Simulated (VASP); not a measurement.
Consider the following.

```yaml
crystal:
  lattice:
    - [5.31273, 0.00000, 0.00000]
    - [0.00000, 5.31273, 0.00000]
    - [0.00000, 0.00000, 5.31273]
  atoms:
    - { symbol: Na, position: [0.00000, 0.00000, 0.00000] }
    - { symbol: Cl, position: [0.50000, 0.50000, 0.50000] }
    - { symbol: Cl, position: [0.00000, 0.00000, 0.50000] }
    - { symbol: Cl, position: [0.00000, 0.50000, 0.00000] }
    - { symbol: Cl, position: [0.50000, 0.00000, 0.00000] }
    - { symbol: Li, position: [0.50000, 0.50000, 0.00000] }
    - { symbol: Li, position: [0.50000, 0.00000, 0.50000] }
    - { symbol: Li, position: [0.00000, 0.50000, 0.50000] }
```

Computed with PBE GGA, VASP's PBE PAW potentials (set 64) (plane waves; VASP 6.6.1). Run with 500 eV cut-off, 4×4×4 Γ-centred mesh, Gaussian smearing of 0.050 eV, potentials Na_pv Cl Li_sv.

Task: Predict the energy per atom (σ→0), band gap (on the k-mesh) with the smallest direct gap where there is one.

Result: 
- band gap (on the k-mesh) = 5.79 eV
- smallest direct gap (on the k-mesh) = 5.79 eV
- energy per atom (σ→0) = -3.586 eV/atom

Only differences to runs with the same potentials and settings are physical.

The structure was generated: Li3NaCl4 was put into an ordered model structure (Pm-3m), which need not be its known phase. It was relaxed first.
